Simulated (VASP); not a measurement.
Space group P4/nmm, origin choice 1 (No. 129); a = b = 4.0567 Å, c = 5.4521 Å, α = β = γ = 90.00°

```
atom  site  symmetry       x       y       z
----  ----  --------  ------  ------  ------
Pb      2c       4mm  0.0000  0.5000  0.2185
O       2a      -4m2  0.0000  0.0000  0.0000
```

All values below come from PBE GGA, VASP's PBE PAW potentials (set 64) (plane waves; VASP 6.6.1). Settings: 600 eV cut-off, 6×6×4 Γ-centred mesh, Gaussian smearing of 0.050 eV, potentials Pb_d O.

Without a dispersion term in the relaxation, distances and binding between the weakly bound layers, chains or molecules are unreliable, and so is what depends on them.

Each relaxation starts from this cell; other phases were not tried.

The cell is relaxed at 10 GPa. What happens?

The volume per atom goes from 22.43 to 16.96 Å³ (-24.4 %), and the cell becomes a = b = 4.000 Å, c = 4.242 Å, α = β = γ = 90.00°, space group P4/nmm. The gap on the mesh goes from 1.68 to 0.83 eV.

The cell is relaxed at 20 GPa. What happens?

The volume per atom goes from 22.43 to 15.20 Å³ (-32.3 %), and the cell becomes a = b = 4.0088 Å, c = 3.7824 Å, α = β = γ = 90.00°, space group P4/nmm. The gap on the mesh goes from 1.68 to 0.40 eV.

Failed runs are left out, and for metals the shear rows, which the mesh's noise covers.

The compound is PbO in the litharge structure.
